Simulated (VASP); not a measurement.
Calculation: PBE GGA with spin-orbit coupling, VASP's PBE PAW potentials (set 64) (plane waves; VASP 6.6.1).

A VASP calculation is set up with these files.

### INCAR
```
SYSTEM=Hf
PREC=Accurate; ENCUT=400; LREAL=.FALSE.
LASPH=.TRUE.
EDIFF=1E-6; NELM=100; ALGO=Normal
LMAXMIX=6
ISMEAR=1; SIGMA=0.1
GGA=PE; GGA_COMPAT=.FALSE.
MAGMOM=0 0 0 0 0 0
LSORBIT=.TRUE.
ISIF=2
LWAVE=.FALSE.; LCHARG=.FALSE.
```

POSCAR:
```
Hf
1
    1.6269000000    -2.8178730000     0.0000000000
    1.6269000000     2.8178730000     0.0000000000
    0.0000000000     0.0000000000     5.1510000000
Hf
2
Direct
  0.3333330000   0.6666670000   0.2500000000
  0.6666670000   0.3333330000   0.7500000000
```

KPOINTS:
```
Automatic mesh
0
Gamma
12 12 7
0 0 0
```

POTCAR, in this order: Hf_pv (PBE.64 set). Program: vasp_ncl.

Output of the run:

### OSZICAR
```
       N       E                     dE             d eps       ncg     rms          rms(c)
DAV:   1     0.645812270354E+02    0.64581E+02   -0.97858E+03  4376   0.111E+03
DAV:   2    -0.178330092052E+02   -0.82414E+02   -0.79736E+02  5128   0.294E+02
DAV:   3    -0.218909162010E+02   -0.40579E+01   -0.38770E+01  5596   0.425E+01
DAV:   4    -0.219831873379E+02   -0.92271E-01   -0.91636E-01  5224   0.612E+00
DAV:   5    -0.219850589912E+02   -0.18717E-02   -0.18704E-02  5412   0.756E-01    0.725E+01
DAV:   6    -0.213831931602E+02    0.60187E+00   -0.60268E-01  4612   0.588E+00    0.422E+01
DAV:   7    -0.211816785949E+02    0.20151E+00   -0.47100E-01  4656   0.500E+00    0.216E+01
DAV:   8    -0.211775580425E+02    0.41206E-02   -0.77290E-02  5096   0.195E+00    0.150E+00
DAV:   9    -0.211715411178E+02    0.60169E-02   -0.29270E-02  4596   0.125E+00    0.295E-01
DAV:  10    -0.211715823535E+02   -0.41236E-04   -0.93043E-04  5400   0.240E-01    0.153E-01
DAV:  11    -0.211715723049E+02    0.10049E-04   -0.13900E-05  5392   0.318E-02    0.361E-02
DAV:  12    -0.211715710477E+02    0.12572E-05   -0.24092E-05  4640   0.393E-02    0.850E-02
DAV:  13    -0.211715719239E+02   -0.87623E-06   -0.29342E-06  4804   0.128E-02
   1 F= -.21171572E+02 E0= -.21171702E+02  d E =0.390967E-03  mag=     0.0000     0.0000     0.0000
```

**OUTCAR**
```
------------------------ aborting loop because EDIFF is reached ----------------------------------------
  FORCE on cell =-STRESS in cart. coord.  units (eV):
  Direction    XX          YY          ZZ          XY          YZ          ZX
  --------------------------------------------------------------------------------------
  Total       -1.5449278     -1.5449273     -1.6300281      0.0000000      0.0000000      0.0000000
  in kB      -52.4100964    -52.4100793    -55.2970345      0.0000000      0.0000000      0.0000000
  external PRESSURE =     -53.3724034 kB  Pullay stress =       0.0000000 kB
  volume of cell :       47.23
      direct lattice vectors                 reciprocal lattice vectors
     1.626900000 -2.817873000  0.000000000     0.307332965 -0.177438799  0.000000000
     1.626900000  2.817873000  0.000000000     0.307332965  0.177438799  0.000000000
     0.000000000  0.000000000  5.151000000     0.000000000  0.000000000  0.194137061
 POSITION                                       TOTAL-FORCE (eV/Angst)
 -----------------------------------------------------------------------------------
      1.62690      0.93929      1.28775        -0.000000      0.000000      0.000000
      1.62690     -0.93929      3.86325         0.000000     -0.000000     -0.000000
 -----------------------------------------------------------------------------------
    total drift:                                0.000000      0.000000      0.000000
  FREE ENERGIE OF THE ION-ELECTRON SYSTEM (eV)
  ---------------------------------------------------
  free  energy   TOTEN  =       -21.1715719239 eV

  energy  without entropy=      -21.1719628911  energy(sigma->0) =      -21.17170225

 Ion:    1  E_soc:     -1.3486634

 Ion:    2  E_soc:     -1.3486634
```
(Selected blocks of OUTCAR.)

The compound is Hf in the hcp structure. The cell was not relaxed at this level. The run is one of a series of settings (GGA_COMPAT = .FALSE., LSORBIT = .TRUE., MAGMOM = 0 0 0 0 0 0, program vasp_ncl against the base run), some of them coarse on purpose.
